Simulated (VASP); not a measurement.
An input for Quantum ESPRESSO's pw.x (written as the equivalent of a VASP run, and not itself run):

```
&CONTROL
  calculation = 'scf'
  pseudo_dir = './pseudo'
  outdir = './out'
  tprnfor = .true.
  tstress = .true.
/
&SYSTEM
  ibrav = 0
  nat = 3
  ntyp = 2
  ecutwfc = 86
  occupations = 'tetrahedra'
  input_dft = 'pw91'
/
&ELECTRONS
  conv_thr = 7.3e-09
  electron_maxstep = 100
/
ATOMIC_SPECIES
  Li 6.940 Li.upf
  Se 78.971 Se.upf
CELL_PARAMETERS angstrom
     0.0000000    3.0029780    3.0029780
     3.0029780    0.0000000    3.0029780
     3.0029780    3.0029780    0.0000000
ATOMIC_POSITIONS crystal
  Li   0.2500000  0.2500000  0.2500000
  Li   0.7500000  0.7500000  0.7500000
  Se   0.0000000  1.0000000  0.0000000
K_POINTS automatic
  7 7 7 0 0 0
```

Task: Translate this input to VASP (INCAR, KPOINTS, POSCAR, choice of POTCAR).

Result: This is not unique; one that fits is 
KPOINTS:
```
Automatic mesh
0
Gamma
7 7 7
0 0 0
```

**INCAR**
```
LMAXMIX  =  4
PREC  =  Accurate
NELM  =  100   ! most electronic steps
GGA  =  91   ! PW91
ISIF  =  2   ! forces and stress, cell fixed
EDIFF  =  1E-7   ! SCF stop (eV)
LEFG  =  .TRUE.
ENCUT  =  520   ! plane-wave cut-off (eV)
ISMEAR  =  -5   ! tetrahedra, Bloechl
LASPH  =  .TRUE.   ! aspherical one-centre terms
LCHARG  =  .TRUE.
LWAVE  =  .FALSE.
NEDOS  =  601   ! DOS grid
ALGO  =  Normal   ! blocked Davidson
SYSTEM  =  Li2Se
LORBIT  =  11
LREAL  =  .FALSE.   ! projection in real space or not
```

### POSCAR
```
Li2Se
4.2468520
  0.0000000000   0.7071068083   0.7071068083
  0.7071068083   0.0000000000   0.7071068083
  0.7071068083   0.7071068083   0.0000000000
Li Se
2 1
direct
  0.2500000000   0.2500000000   0.2500000000
  0.7500000000   0.7500000000   0.7500000000
  0.0000000000   1.0000000000   0.0000000000
```

POTCAR, in this order: Li_sv Se (PBE.64 set). Program: vasp_std.

What does not carry over: the potentials are each code's own (VASP's PAW set, PseudoDojo norm-conserving files in pw.x), so ENCUT and ecutwfc are chosen apart and not converted; conv_thr bounds pw.x's estimated SCF error, while EDIFF bounds the energy change between steps; the field gradients of LEFG aren't asked of the other code.

The compound is Li2Se in the antifluorite structure. It was relaxed first.
